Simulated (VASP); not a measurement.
The system is SmO3.

```
Sm O
1.0
     6.71721    0.00000    0.00000
    -3.35860    5.81727    0.00000
     0.00000    0.00000    3.51995
Sm O
2 6
Direct
  0.33333 0.66667 0.25000
  0.66667 0.33333 0.75000
  0.42960 0.05778 0.25000
  0.57041 0.94222 0.75000
  0.62818 0.57041 0.25000
  0.37182 0.42960 0.75000
  0.94222 0.37182 0.25000
  0.05778 0.62818 0.75000
```

The cell comes from a database or a generator and needn't be the stable form of this composition.

Base run:

| Quantity | Value |
| --- | --- |
| Program | VASP 6.6.1 |
| Functional | PBE |
| Potentials or basis | VASP PAW PBE potentials, release 64 (Sm_3, O), 4f in core |
| Cutoff | 600 eV |
| k mesh | 5 × 5 × 8 |
| Occupations | gaussian, width 0.02 eV |
| Spin | collinear spin, ferromagnetic start |
| Starting moments | [5.0, 5.0, 0.0, 0.0, 0.0, 0.0, 0.0, 0.0] μB |

Its results: band gap on the k mesh 0.19 eV, indirect (least direct gap 0.27 eV); pressure -0.3 GPa; net moment 6.00 μB per cell; site moments Sm -0.03; O +0.84 μB; largest force 0.019 eV/Å.

**Question.** The run is repeated on the same cell with these changes: functional from PBE to LDA; further incar settings from ALGO = Normal; EDIFF = 1.00e-06 to ALGO = Normal; EDIFF = 1e-06; NBANDS = 43. What comes out?

**Answer.** Band gap on the k mesh 0.05 eV, indirect (least direct gap 0.13 eV); pressure -7.3 GPa; net moment 6.00 μB per cell; site moments Sm -0.03; O +0.83 μB; largest force 0.440 eV/Å.

Caveats: the magnetic or orbital state may not be the lowest; spin-orbit coupling is left out, which moves the levels of the heavy elements; an odd mesh through Γ misses points on the zone boundary, where band edges often lie; the 4f electrons are frozen in the core as for a trivalent ion, so they carry no moment and show no levels; ASE's xc='lda' writes no GGA tag, so the PBE potentials set the functional and the run is PBE (some runs); the PAW data sets were made with another functional, which shifts forces and pressure a little (some runs).
